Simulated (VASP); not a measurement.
Na3TeH, 5 atoms in the cell. Symmetry: Pm-3m, No. 221, cubic system. Conventional cell: a = 4.706 Å, b = 4.706 Å, c = 4.706 Å, α = 90.00°, β = 90.00°, γ = 90.00°. Around Na (site symmetry 4/mmm) lie 2 H at 2.35 Å. Te (site symmetry m-3m) has 12 Na at 3.33 Å as nearest neighbours. H (site symmetry m-3m) has 6 Na at 2.35 Å as nearest neighbours. The cell was built by a generator and needn't be a form met in nature.

```yaml
Program: VASP 6.6.1
Task: relaxation of cell and atoms
Functional: r2SCAN
Potentials_or_basis: VASP PAW PBE potentials, release 64 (Na_pv, Te, H)
Cutoff: 600 eV
k_mesh: 6 × 6 × 6
Occupations: gaussian, width 0.03 eV
Spin: no spin polarisation
Further_INCAR_settings: ALGO = Normal; EDIFF = 1e-07; IBRION = 2; EDIFFG = -0.005; NSW = 90; ISIF = 3
```

Potentials or basis: VASP PAW PBE potentials, release 64 (Na_pv, Te, H).

Launch:

```sh
$ cat potpaw_PBE.64/Na_pv/POTCAR potpaw_PBE.64/Te/POTCAR potpaw_PBE.64/H/POTCAR > POTCAR
$ mpirun -np 1 vasp_std > vasp.out
```

Hardware: 1 thread of Intel(R) Xeon(R) Platinum 8488C (Sapphire Rapids) (shared host).

Question: Estimate the wall time of this run.

Answer: It took 2.7 min on 1 thread of Intel(R) Xeon(R) Platinum 8488C (Sapphire Rapids) (shared host), peak memory 0.29 GiB. Counts: scf iterations 30, k points 20, ion steps 1.
